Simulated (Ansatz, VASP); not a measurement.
## CaHBr: VASP beside Ansatz

Wanted: the spread between two codes on one cell, functional and k mesh. The structure shown is the start of the Ansatz relaxation below; VASP solves that cell, so the two are compared at the walk's first step.

Program: Ansatz 0.2.0. Level of theory: plane waves, with VASP 6.6.1 beside it; single point at PBEsol with D3(BJ). Results are calculated unless marked as measured.

## 1. The starting structure

The cell holds 6 atoms: 2 Br, 2 Ca and 2 H. Its edges and angles: a = 3.858 Å, b = 3.858 Å, c = 37.600 Å, α = 90.0°, β = 90.0°, γ = 90.0°. It derives from CaHBr. Vacuum lies along c.

## 2. Ansatz: relaxation, PBEsol with D3(BJ)

Ansatz runs on its default PAW (the set named soft_2) files.

The two programs are compared at the cell with which this relaxation starts, whose forces are those of its first step.

input.yaml reads:

```yaml
crystal:
  lattice:
    - [3.858, 0.0, 0.0]
    - [0.0, 3.858, 0.0]
    - [0.0, 0.0, 37.6]
  atoms:
    - { symbol: Br, position: [0.0, 0.5, 0.4305683489] }
    - { symbol: Ca, position: [0.5, 0.0, 0.4705441511] }
    - { symbol: H, position: [0.5, 0.5, 0.5] }
    - { symbol: H, position: [0.0, 0.0, 0.5] }
    - { symbol: Ca, position: [0.0, 0.5, 0.5294558489] }
    - { symbol: Br, position: [0.5, 0.0, 0.5694316511] }
  periodic: [true, true, false]
kpoints:
  mp_grid: { grid: [6, 6, 1] }
hamiltonian:
  xc: pbesol
  dispersion: d3bj
scf:
  occupations: { method: fermi_dirac, width: 0.02 }
relax:
  f_tol: 0.01
  max_steps: 100
  cell: {}
output:
  write_density: true
  write_potential: true
  elf: true
  volumetric_format: npy
```

Launch:

```
ansatz run input.yaml --threads 8 --pin off --max-ram 17510MiB --backend cpu --events-out ev --progress --plain --runs-dir out
```

Numbers of over 12 decimals in the logs are rounded to 6 here.

What it wrote:

```text
Engine: ansatz 0.2.0, aarch64-unknown-linux-gnu
Pseudopotentials: kind: paw
Pseudopotential: Br, paw, valence charge 7, recommended cutoff 420 eV (normal), Br.paw.azcp
Pseudopotential: Ca, paw, valence charge 10, recommended cutoff 420 eV (normal), Ca.paw.azcp
Pseudopotential: H, paw, valence charge 1, recommended cutoff 420 eV (normal), H.paw.azcp
Functional definition: PBEsol
  exchange = pbesol_x
  correlation = pbesol_c
Crystal: 6 atoms, lattice volume = 559.645 Å³
Basis set: ecut = 420 eV, 11029 PW (Γ), exchange–correlation on 54×54×512 points (8 copies of the dense FFT grid, shifted against one another)
Bands: 24, of which v1, the nominal top of the filled ones, is band 18 counted from 1 (17 counted from 0)
Symmetry: 16 space group operations
Space group: P4/nmm (ITA 129), of the structure as read, at distance tolerance 8.2e-5 Å
k-points: 10 of 36
Non-local potential: Br, projectors of the file, l = 0: 2, l = 1: 2, l = 2: 2
Non-local potential: Ca, projectors of the file, l = 0: 3, l = 1: 2, l = 2: 2
Non-local potential: H, projectors of the file, l = 0: 2, l = 1: 1
PAW form: soft (Blöchl's): semilocal exchange-correlation on the pseudo side does not see the compensation charge
PAW frozen core: Br, regenerated for the run's functional, and the local potential with it (the file was generated under x = pbe(κ = 0.804, μ = 0.219515), c = pbe(β = 0.066725))
PAW frozen core: Ca, regenerated for the run's functional, and the local potential with it (the file was generated under x = pbe(κ = 0.804, μ = 0.219515), c = pbe(β = 0.066725))
PAW one-centre angular grid: Br, 110 points (default); XC on 64 Gauss nodes
PAW one-centre angular grid: Ca, 110 points (default); XC on 64 Gauss nodes
PAW one-centre angular grid: H, 110 points (default); XC on 64 Gauss nodes
Initial density: superposition of atomic densities (neutral atoms: chi_scale 0, normalization atom), corrected by the library's trained network
Initial wavefunctions: pseudopotential atomic-orbital guess
Functional: x = pbesol(κ = 0.804, μ = 0.123457), c = pbesol(β = 0.046)
SCF iter   1: F=—  HF=-9100.544669 eV  |F-HF|=—  |Δ(HF+E_count)|=         —  Δρ=2.24e-3  dr2=2.53e-2  ethr=1.77e-3  ⟨swp⟩=26.1  Hψ=3005  notcnv=0
preconditioner: auto → Resta (q_TF=auto, 1.727 Å⁻¹)  ε∞=1.6  [insulator: Δε(μ)=4.379 eV  Ē_g=9.041 eV  σ=0.020 eV  W_gap=1.00  n_scr=48 (ndim 8)  ℏωp=7.0 eV  f_vac=0.760  D(μ)=0.00/eV (n_scr^D=0)  ε∞_Penn≈1.6  vacuum switching on, ρ_ref=5.9e-3 e/Å³]
SCF iter   2: F=—  HF=-9100.540546 eV  |F-HF|=—  |Δ(HF+E_count)|=   4.12e-3  Δρ=9.04e-4  dr2=3.32e-3  ethr=7.03e-5  ⟨swp⟩=3.0  Hψ=543  notcnv=0  defer=15
SCF iter   3: F=—  HF=-9100.540410 eV  |F-HF|=—  |Δ(HF+E_count)|=   1.36e-4  Δρ=2.28e-4  dr2=8.52e-4  ethr=9.23e-6  ⟨swp⟩=3.5  Hψ=537  notcnv=0  defer=15
SCF iter   4: F=—  HF=-9100.540321 eV  |F-HF|=—  |Δ(HF+E_count)|=   8.88e-5  Δρ=7.68e-5  dr2=1.79e-5  ethr=2.37e-6  ⟨swp⟩=2.1  Hψ=336  notcnv=0  defer=15
SCF iter   5: F=—  HF=-9100.540044 eV  |F-HF|=—  |Δ(HF+E_count)|=   2.78e-4  Δρ=2.49e-5  dr2=2.23e-6  ethr=4.98e-8  ⟨swp⟩=2.8  Hψ=449  notcnv=0  defer=15
SCF iter   6: F=—  HF=-9100.540046 eV  |F-HF|=—  |Δ(HF+E_count)|=   2.42e-6  Δρ=5.67e-6  dr2=1.50e-7  ethr=6.18e-9  ⟨swp⟩=2.4  Hψ=419  notcnv=0  defer=15
SCF iter   7: F=-9100.540046 eV  HF=-9100.540046 eV  |F-HF|=3.51e-8  |Δ(HF+E_count)|=   8.18e-9  Δρ=1.37e-6  dr2=5.79e-9  ethr=2.78e-10  ⟨swp⟩=13.0  Hψ=2080  notcnv=0
SCF 1 converged in 7 iterations: F = -9100.540046 eV  dr2 = 5.79e-9
  greatest PAW one-centre occupation: 0.995 electrons in one spin orbital (limit 2), on the Ca atom at site 4 (counted from 0), in its partial waves of l = 0
relax step   1: F+E_penalty+E_count = -9100.54004602 eV  Δ(F+E_penalty+E_count) = +0.000e0 eV  max|allowed force component| = 1.046e0 eV/Å  Δτ_max = 0.0000 Å  P = -2.004 N/m  Ω = 559.645 Å³  fix = [c, alpha, beta]  reactions: c -0.000 N/m  (7 SCF iters, dr2 threshold 1.00e-7 eV, accepted)
[...]
relax step   4: F+E_penalty+E_count = -9100.79671467 eV  Δ(F+E_penalty+E_count) = -2.196e-2 eV  max|allowed force component| = 4.840e-2 eV/Å  Δτ_max = 0.0490 Å  P = -0.137 N/m  Ω = 524.491 Å³  energy of the carried Pulay correction = +1.838e-3 eV  fix = [c, alpha, beta]  reactions: c -0.000 N/m  (5 SCF iters, dr2 threshold 6.00e-7 eV, accepted)
[...]
relax step   5: F+E_penalty+E_count = -9100.79727267 eV  Δ(F+E_penalty+E_count) = -5.580e-4 eV  max|allowed force component| = 5.377e-3 eV/Å  Δτ_max = 0.0060 Å  P = -0.017 N/m  Ω = 523.172 Å³  energy of the carried Pulay correction = +1.909e-3 eV  fix = [c, alpha, beta]  reactions: c -0.000 N/m  (5 SCF iters, dr2 threshold 1.46e-7 eV, accepted)
[...]
relax step   6: F+E_penalty+E_count = -9100.79562807 eV  Δ(F+E_penalty+E_count) = +1.645e-3 eV  max|allowed force component| = 5.307e-3 eV/Å  Δτ_max = 0.0000 Å  P = -0.025 N/m  Ω = 523.172 Å³  fix = [c, alpha, beta]  reactions: c -0.000 N/m  stress off target by 2.48e-2 N/m on what of the cell is left free  SCF on the basis re-selected at this cell (its energy is not comparable with the rows above)  (6 SCF iters)
basis re-selected at this cell: Δ(F+E_penalty+E_count) = +1.645e-3 eV, ΔP = -0.008 N/m vs the last step (what re-selecting the basis moved, of the pressure what is left beyond the Pulay correction that the steps carried, after the strain that the cell walked since its last selection, with what the two solves' SCF thresholds leave and, on support functions, any second-order correction that the steps lacked; it is no measure of the basis error at this ecutwfc). The dense FFT grid was sized anew with the basis: this SCF ran on 25×25×256 points, the steps before it on 27×27×256, so part of this shift can come from that change (see relax.cell in the input reference). [rest of the remark cut]
SCF converged after 6 iterations
Free energy (F): -9100.795628 eV
Harris-Foulkes:  -9100.795628 eV  (|F-HF|=8.37e-11)
Internal energy: -9100.795628 eV  (E = F + TS)
E sigma→0 (E₀):  -9100.795628 eV
Fermi energy:    -4.726586 eV
--- Per-component energies (eV) ---
  E_band       = -708.344253
  E_kinetic    = 853.637217
  E_local      = -62023.380057  (includes V_loc(G=0)·N_el)
  E_nonlocal   = 273.144857
  E_hartree    = 30458.799678
  E_xc         = -815.355901
  E_vxc        = -575.212970  (∫ρ·V_xc dr)
  E_paw        = -6080.174331  (= ΣΔE_a)
  E_vpaw       = -154.130147  (= ΣTr[D̂ρ^β])
  E_aug_tail   = -0.002372  (compensation charges beyond the density's cutoff)
  E_ewald      = 28233.032914
  E_disp       = -0.919763  (pairwise vdW)
  E_core_change = 0.422129  (= ΣΔE_core)
  E_smearing   = -0.000000  (= −TS)
  E_closure    = -0.000000  (closes the sum)
  Σ components = -9100.795628   (vs F -9100.795628, Δ=0.00e0)
--- Forces (eV/Å), atoms counted from 1 ---
  atom   1  Br    -0.00000000     0.00000000     0.00530666
  atom   2  Ca     0.00000000     0.00000000    -0.00222609
  atom   3  H     -0.00000000     0.00000000    -0.00000000
  atom   4  H      0.00000000     0.00000000     0.00000000
  atom   5  Ca    -0.00000000     0.00000000     0.00222609
  atom   6  Br     0.00000000     0.00000000    -0.00530666
  max |Σ_I F_I| component: 2.13e-29 eV/Å
--- 2D stress c σ (N/m, compression-positive) ---
       -0.024798       0.000000       0.000000
        0.000000      -0.024798       0.000000
        0.000000       0.000000      -0.000000
  P = ½ c Tr σ = -0.0248 N/m
--- Band table (eV; the first three rows and the last of 10) ---
  k-point 0: bands = [... 14 lower, -7.5238, -7.5238, -7.2858, -6.7726, -2.6966, -1.9631 (-1.9631°), -1.3208, -1.1286, ... 2 higher]
  k-point 1: bands = [... 14 lower, -7.5328, -7.5125, -7.1384, -6.7966, -2.2912, -1.9238, -1.5806 (-1.5806°), -1.3132 (-1.3132°), ... 2 higher]
  k-point 2: bands = [... 14 lower, -7.5193, -7.4995, -7.1383, -7.1338, -2.1455, -1.9408, -1.3954, -0.9666, ... 2 higher]
  k-point 9: bands = [... 14 lower, -8.1680, -8.1680, -7.6910, -7.6910, -2.1711, -2.1711, -0.4713, -0.4713, ... 2 higher]
  ° read free of the cell's end (the report's vacuum.weakly_bound_levels)
--- Relaxed structure (5 steps of the walk, 5 accepted, 1 SCFs on fresh bases) ---
  F+E_penalty+E_count = -9100.79562807 eV   max|allowed force component| = 5.307e-3 eV/Å   (the final SCF, on the basis selected at the relaxed cell)
  cell:  # Å, volume = 523.1719 Å³
    - [3.730167, 0, 0]
    - [0, 3.730167, 0]
    - [0, 0, 37.6]
  atoms:
    - { symbol: Br, position: [0, 0.500000, 0.430261] }
    - { symbol: Ca, position: [0.500000, 0, 0.466031] }
    - { symbol: H, position: [0.500000, 0.500000, 0.500000] }
    - { symbol: H, position: [0, 0, 0.500000] }
    - { symbol: Ca, position: [0, 0.500000, 0.533969] }
    - { symbol: Br, position: [0.500000, 0, 0.569739] }
```

Reading the cycles: dr2 is the Hartree energy of the density residual (eV), the measure of convergence; HF is the Harris–Foulkes estimate of the energy, which meets the free energy F at convergence.

## 3. VASP: single point, PBEsol with D3(BJ), start cell

The same cell, functional, mesh and smearing now go to VASP, with its own data sets.

Lines of VASP's logs that name or quote its potential files are left out, and so is its time.

INCAR reads:

```
SYSTEM = CaHBr
PREC = Accurate
ENCUT = 400
EDIFF = 1E-06
NELM = 120
ISMEAR = -1
SIGMA = 0.02
LREAL = .FALSE.
ALGO = Normal
GGA = PS
IVDW = 12
NBANDS = 24
LORBIT = 11
LWAVE = .FALSE.
LCHARG = .FALSE.
ISIF = 2
LDIPOL = .TRUE.
IDIPOL = 3
DIPOL = 0.5 0.5 0.5
LVHAR = .TRUE.
LASPH = .TRUE.
GGA_COMPAT = .FALSE.
EFERMI = MIDGAP
NELMDL = -8
KPAR = 2
```

POSCAR reads:

```
CaHBr
1.0
    3.8580000000      0.0000000000      0.0000000000
    0.0000000000      3.8580000000      0.0000000000
    0.0000000000      0.0000000000     37.6000000000
Br Ca H
2 2 2
Direct
    0.0000000000      0.5000000000      0.4305683511
    0.5000000000      0.0000000000      0.5694316489
    0.5000000000      0.0000000000      0.4705441489
    0.0000000000      0.5000000000      0.5294558511
    0.5000000000      0.5000000000      0.5000000000
    0.0000000000      0.0000000000      0.5000000000
```

KPOINTS reads:

```
Automatic mesh
0
Gamma
6 6 1
0 0 0
```

PAW data sets: Br, Ca_sv and H (PBE family, release 64).

Launch:

```
mpirun -np 2 vasp_std
```

What it wrote:

```text
[banner, memory and clock lines left out]
running    2 mpi-ranks, on    1 nodes
 distrk:  each k-point on    1 cores,    2 groups
 distr:  one band on    1 cores,    1 groups

 POSCAR found type information on POSCAR BrCaH
 POSCAR found :  3 types and       6 ions
|                                                                             |
|               ----> ADVICE to this user running VASP <----                  |
|                                                                             |
|     You enforced a specific xc type in the INCAR file but a different       |
|     [... a line on the potential file left out ...]
|     I HOPE YOU KNOW WHAT YOU ARE DOING!                                     |
|                                                                             |

 LDA part: xc-table for (Slater+PW92), standard interpolation
 POSCAR, INCAR and KPOINTS ok, starting setup
 FFT: planning ... GRIDC
 FFT: planning ... GRID_SOFT
 FFT: planning ... GRID
 WAVECAR not read
 entering main loop
       N       E                     dE             d eps       ncg     rms          rms(c)
DAV:   1     0.232046889726E+03    0.23205E+03   -0.13936E+04   664   0.890E+02
DAV:   2     0.603530279004E+01   -0.22601E+03   -0.22220E+03   664   0.242E+02
DAV:   3    -0.224828264723E+02   -0.28518E+02   -0.28386E+02   760   0.696E+01
DAV:   4    -0.237493075654E+02   -0.12665E+01   -0.12625E+01   768   0.162E+01
DAV:   5    -0.237866978112E+02   -0.37390E-01   -0.37389E-01   752   0.199E+00
DAV:   6    -0.237871888580E+02   -0.49105E-03   -0.49103E-03   728   0.316E-01
DAV:   7    -0.237872024797E+02   -0.13622E-04   -0.13622E-04   824   0.451E-02
DAV:   8    -0.237872027079E+02   -0.22817E-06   -0.22799E-06   616   0.583E-03    0.771E+00
DAV:   9    -0.228070145623E+02    0.98019E+00   -0.12460E+00   584   0.570E+00    0.402E+00
DAV:  10    -0.224784191995E+02    0.32860E+00   -0.13143E+00   688   0.568E+00    0.875E-01
DAV:  11    -0.224878785399E+02   -0.94593E-02   -0.12008E-01   664   0.188E+00    0.479E-01
DAV:  12    -0.224898911500E+02   -0.20126E-02   -0.13407E-02   744   0.592E-01    0.179E-01
DAV:  13    -0.224908496058E+02   -0.95846E-03   -0.24714E-03   712   0.234E-01    0.103E-01
DAV:  14    -0.224912183190E+02   -0.36871E-03   -0.12758E-03   624   0.165E-01    0.685E-02
[...]
DAV:  18    -0.224924945155E+02   -0.86554E-04   -0.15654E-05   560   0.198E-02    0.815E-03
DAV:  19    -0.224925854667E+02   -0.90951E-04   -0.75053E-06   536   0.131E-02    0.511E-03
DAV:  20    -0.224926450282E+02   -0.59561E-04   -0.24569E-06   496   0.840E-03    0.225E-03
DAV:  21    -0.224926953084E+02   -0.50280E-04   -0.91451E-07   480   0.337E-03    0.112E-03
DAV:  22    -0.224927284937E+02   -0.33185E-04   -0.61968E-07   440   0.258E-03    0.859E-04
DAV:  23    -0.224927424923E+02   -0.13999E-04   -0.21040E-07   424   0.183E-03    0.551E-04
DAV:  24    -0.224927502032E+02   -0.77109E-05   -0.16539E-07   400   0.130E-03    0.679E-04
DAV:  25    -0.224927511159E+02   -0.91266E-06   -0.14770E-08   376   0.605E-04
   1 F= -.23362155E+02 E0= -.23362155E+02  d E =0.000000E+00
```

From OUTCAR (step 3):

```text
ion  position               nearest neighbor table
   1  0.000  0.500  0.431-
   2  0.500  0.000  0.569-
   3  0.500  0.000  0.471-
   4  0.000  0.500  0.529-
   5  0.500  0.500  0.500-
   6  0.000  0.000  0.500-

  LATTYP: Found a simple tetragonal cell.
 ALAT       =     3.8580000000
 C/A-ratio  =     9.7459823743

 Subroutine GETGRP returns: Found 16 space group operations
 (whereof  8 operations were pure point group operations)

The static configuration has the point symmetry D_2d.
 The point group associated with its full space group is D_4h.

 Found     10 irreducible k-points:

   k-points           NKPTS =     10   k-points in BZ     NKDIM =     10   number of bands    NBANDS=     24

   dimension x,y,z NGX =    28 NGY =   28 NGZ =  250
   dimension x,y,z NGXF=    56 NGYF=   56 NGZF=  500

   ENCUT  =  400.0 eV  29.40 Ry    5.42 a.u.   6.29  6.29 61.32*2*pi/ulx,y,z

   NELECT =      36.0000    total number of electrons

 k-points in reciprocal lattice and weights: Automatic mesh
   0.00000000  0.00000000  0.00000000       0.028
   0.16666667  0.00000000  0.00000000       0.111
   0.33333333  0.00000000  0.00000000       0.111
   0.50000000  0.00000000  0.00000000       0.056
   0.16666667  0.16666667  0.00000000       0.111
   0.33333333  0.16666667  0.00000000       0.222
   0.50000000  0.16666667  0.00000000       0.111
   0.33333333  0.33333333  0.00000000       0.111
   0.50000000  0.33333333  0.00000000       0.111
   0.50000000  0.50000000  0.00000000       0.028

 dipolmoment           0.000000      0.000000      0.000000 electrons x Angstroem

 average (electrostatic) potential at core
       1 -69.2253       2 -69.2253       3 -52.8174       4 -52.8174       5 -38.5076
       6 -38.5076

 E-fermi :  -3.3695

 k-point     1 :       0.0000    0.0000    0.0000
  band No.  band energies     occupation
    ...
     14      -5.9364      2.00000
     15      -5.9364      2.00000
     16      -5.9103      2.00000
     17      -5.9103      2.00000
     18      -5.6930      2.00000
     19      -1.0155      0.00000
     20      -0.9539      0.00000
     21      -0.2791      0.00000
     22      -0.2791      0.00000
     23      -0.2210      0.00000
    ...

 k-point     2 :       0.1667    0.0000    0.0000
  band No.  band energies     occupation
    ...
     14      -6.5058      2.00000
     15      -6.0489      2.00000
     16      -5.9187      2.00000
     17      -5.8873      2.00000
     18      -5.6021      2.00000
     19      -0.8242      0.00000
     20      -0.7608      0.00000
     21      -0.6221      0.00000
     22      -0.4471      0.00000
     23       0.2989      0.00000
    ...

 k-point     3 :       0.3333    0.0000    0.0000
  band No.  band energies     occupation
    ...
     14      -6.8069      2.00000
     15      -6.1877      2.00000
     16      -5.8795      2.00000
     17      -5.8507      2.00000
     18      -5.7178      2.00000
     19      -0.8143      0.00000
     20      -0.5420      0.00000
     21      -0.5272      0.00000
     22      -0.0965      0.00000
     23       0.2590      0.00000
    ...

 Edisp (eV)   -0.86940

  Total      -1.86693    -1.86693    -0.83693     0.00000     0.00000     0.00000
  in kB      -5.34474    -5.34474    -2.39600     0.00000     0.00000     0.00000
  external pressure =       -4.36 kB  Pullay stress =        0.00 kB

  energy-cutoff  :      400.00
  volume of cell :      559.64
      direct lattice vectors                 reciprocal lattice vectors
     3.858000000  0.000000000  0.000000000     0.259201659  0.000000000  0.000000000
     0.000000000  3.858000000  0.000000000     0.000000000  0.259201659  0.000000000
     0.000000000  0.000000000 37.600000000     0.000000000  0.000000000  0.026595745

 POSITION                                       TOTAL-FORCE (eV/Angst)
 -----------------------------------------------------------------------------------
      0.00000      1.92900     16.18937         0.000000      0.000000      0.580424
      1.92900      0.00000     21.41063         0.000000     -0.000000     -0.580424
      1.92900      0.00000     17.69246         0.000000      0.000000     -1.056696
      0.00000      1.92900     19.90754         0.000000      0.000000      1.056696
      1.92900      1.92900     18.80000         0.000000     -0.000000      0.000000
      0.00000      0.00000     18.80000         0.000000      0.000000      0.000000
 -----------------------------------------------------------------------------------
    total drift:                                0.000000      0.000000      0.000000

  FREE ENERGIE OF THE ION-ELECTRON SYSTEM (eV)
  ---------------------------------------------------
  free  energy   TOTEN  =       -23.3621550776 eV

  energy  without entropy=      -23.3621550776  energy(sigma->0) =      -23.36215508

 vacuum level on the upper side and lower side of the slab         1.638         1.638

 total charge
# of ion       s       p       d       tot
------------------------------------------
    1        1.599   3.247   0.006   4.852
    2        1.599   3.247   0.006   4.852
    3        2.032   5.853   0.249   8.134
    4        2.032   5.853   0.249   8.134
    5        0.559   0.002   0.000   0.560
    6        0.559   0.002   0.000   0.560
--------------------------------------------------
tot          8.379  18.203   0.511  27.094

[... 3 further parts left out ...]
```

## 4. Differences

Known differences besides the potentials themselves: Ansatz cuts the interaction across the vacuum, VASP repeats the sheet with a dipole correction; the cutoff is 420 eV in Ansatz and 400 eV in VASP; Ansatz makes its cores anew for this functional, VASP keeps those of its PBE data sets. Total energies have different zeros and are not compared.

Forces (eV/Å; atoms numbered as in POSCAR):

| atom | Ansatz x, y, z | VASP x, y, z |
| --- | --- | --- |
| Br1 | 0.000, 0.000, 0.594 | 0.000, 0.000, 0.580 |
| Br2 | 0.000, 0.000, -0.594 | 0.000, 0.000, -0.580 |
| Ca3 | 0.000, 0.000, -1.046 | 0.000, 0.000, -1.057 |
| Ca4 | 0.000, 0.000, 1.046 | 0.000, 0.000, 1.057 |
| H5 | 0.000, 0.000, 0.000 | 0.000, 0.000, 0.000 |
| H6 | 0.000, 0.000, 0.000 | 0.000, 0.000, 0.000 |

The forces differ by 5.8 meV/Å r.m.s., which is 1.4 % of the r.m.s. force of 0.402 eV/Å (both taken over all components). With vacuum in the cell, a pressure given here is an average over mostly empty space and none of the material.

## 5. Summary of results

```yaml
r_m_s_force_difference_single_point_pbesol_with_d3_bj_start_cell: 1.4 % of the r.m.s. force
```

In words: The r.m.s. force difference is 1.4 % of the r.m.s. force (single point, PBEsol with D3(BJ), start cell), within the 3 % picked in this series as the mark of a large difference. 1 further run of this series is not shown here. Such differences can come from data sets, numerical settings and the points named under the comparisons, not from the functional's error against experiment.

[Lines on the potential files, build, host, timing and source positions are cut from VASP's logs without a mark.]

[Logs are printed without paths, hosts, clocks, repeated set-up lines and the standing remarks that a program may print on its own settings, such as how far it seeks lower states.]

[Hosts, paths, dates, database ids (printed as entryN), source tags and the programs' standing remarks are cut or masked in the printed files.]
